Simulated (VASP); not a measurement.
All values below come from PBE GGA, VASP's PBE PAW potentials (set 64) (plane waves; VASP 6.6.1).

VASP ran on this input.

### KPOINTS
```
K-points
0
Gamma
 9 9 9
0 0 0
```

### POSCAR
```
GaN
3.1961230
  0.0000000000   0.7071067040   0.7071067040
  0.7071067040   0.0000000000   0.7071067040
  0.7071067040   0.7071067040   0.0000000000
Ga N
1 1
Cart
  0.0000000000   0.0000000000   0.0000000000
  0.3535533520   0.3535533520   0.3535533520
```

### INCAR
```
ALGO  =  Normal
EDIFF  =  1E-6
ENCUT  =  520
GGA  =  PE
ISIF  =  2
ISMEAR  =  0
LASPH  =  .TRUE.
LCHARG  =  .FALSE.
LMAXMIX  =  4
LREAL  =  .FALSE.
LWAVE  =  .FALSE.
NELM  =  100
PREC  =  Accurate
SIGMA  =  0.05
SYSTEM  =  GaN
```

POTCAR, in this order: Ga_d N (PBE.64 set). Program: vasp_std.

Output

File OUTCAR:
```
 ion  position               nearest neighbor table
   1  0.000  0.000  0.000-   2 1.96   2 1.96   2 1.96   2 1.96
   2  0.250  0.250  0.250-   1 1.96   1 1.96   1 1.96   1 1.96
  LATTYP: Found a face centered cubic cell.
 ALAT       =     4.5200000000
 Subroutine PRICEL returns:
 Original cell was already a primitive cell.
 Subroutine GETGRP returns: Found 24 space group operations
The static configuration has the point symmetry T_d .
The dynamic configuration has the point symmetry T_d .
 Subroutine INISYM returns: Found 24 space group operations
 Subroutine IBZKPT returns following result:
 Found     35 irreducible k-points:

 Following reciprocal coordinates:
            Coordinates               Weight
  0.000000  0.000000  0.000000      1.000000
  0.111111  0.000000  0.000000      8.000000
  0.222222  0.000000  0.000000      8.000000
  0.333333  0.000000  0.000000      8.000000
  0.444444  0.000000  0.000000      8.000000
  0.111111  0.111111  0.000000      6.000000
  0.222222  0.111111  0.000000     24.000000
  0.333333  0.111111  0.000000     24.000000
  0.444444  0.111111  0.000000     24.000000
 -0.444444  0.111111  0.000000     24.000000
 -0.333333  0.111111  0.000000     24.000000
 -0.222222  0.111111  0.000000     24.000000
 -0.111111  0.111111  0.000000     12.000000
  0.222222  0.222222  0.000000      6.000000
  0.333333  0.222222  0.000000     24.000000
  0.444444  0.222222  0.000000     24.000000
 -0.444444  0.222222  0.000000     24.000000
 -0.333333  0.222222  0.000000     24.000000
 -0.222222  0.222222  0.000000     12.000000
  0.333333  0.333333  0.000000      6.000000
  0.444444  0.333333  0.000000     24.000000
 -0.444444  0.333333  0.000000     24.000000
 -0.333333  0.333333  0.000000     12.000000
  0.444444  0.444444  0.000000      6.000000
...
```

OSZICAR:
```
       N       E                     dE             d eps       ncg     rms          rms(c)
DAV:   1     0.939265568523E+02    0.93927E+02   -0.98319E+03   947   0.250E+03
DAV:   2    -0.629607257132E+01   -0.10022E+03   -0.94774E+02  1055   0.373E+02
DAV:   3    -0.139936399778E+02   -0.76976E+01   -0.76373E+01   990   0.920E+01
DAV:   4    -0.141335290277E+02   -0.13989E+00   -0.13975E+00  1152   0.132E+01
DAV:   5    -0.141353523218E+02   -0.18233E-02   -0.18233E-02   990   0.133E+00    0.769E+00
DAV:   6    -0.121459216654E+02    0.19894E+01   -0.60098E+00  1382   0.485E+01    0.267E+00
DAV:   7    -0.121572737075E+02   -0.11352E-01   -0.35400E-01   915   0.810E+00    0.177E+00
DAV:   8    -0.121535380252E+02    0.37357E-02   -0.71208E-02  1028   0.441E+00    0.812E-01
DAV:   9    -0.121482050553E+02    0.53330E-02   -0.22422E-02  1372   0.376E+00    0.193E-01
DAV:  10    -0.121485456213E+02   -0.34057E-03   -0.19696E-03  1076   0.741E-01    0.827E-02
DAV:  11    -0.121484545387E+02    0.91083E-04   -0.37948E-04  1349   0.362E-01    0.132E-02
DAV:  12    -0.121484608038E+02   -0.62651E-05   -0.34776E-05   975   0.774E-02    0.955E-03
DAV:  13    -0.121484605584E+02    0.24533E-06   -0.17405E-06   885   0.127E-02
   1 F= -.12148461E+02 E0= -.12148461E+02  d E =-.426294E-14
```

**OUTCAR**
```
------------------------ aborting loop because EDIFF is reached ----------------------------------------
  FORCE on cell =-STRESS in cart. coord.  units (eV):
  Direction    XX          YY          ZZ          XY          YZ          ZX
  --------------------------------------------------------------------------------------
  Total        0.4937641      0.4937641      0.4937641      0.0000000     -0.0000000      0.0000000
  in kB       34.2668993     34.2668993     34.2668993      0.0000000     -0.0000000      0.0000000
  external PRESSURE =      34.2668993 kB  Pullay stress =       0.0000000 kB
  volume of cell :       23.09
      direct lattice vectors                 reciprocal lattice vectors
     0.000000000  2.260000000  2.260000000    -0.221238938  0.221238938  0.221238938
     2.260000000  0.000000000  2.260000000     0.221238938 -0.221238938  0.221238938
     2.260000000  2.260000000  0.000000000     0.221238938  0.221238938 -0.221238938
  FREE ENERGIE OF THE ION-ELECTRON SYSTEM (eV)
  ---------------------------------------------------
  free  energy   TOTEN  =       -12.1484605584 eV

  energy  without entropy=      -12.1484605584  energy(sigma->0) =      -12.14846056
```
(Selected blocks of OUTCAR.)

The compound is GaN in the zinc blende structure, a metastable form; wurtzite is the usual one. The cell was not relaxed at this level.
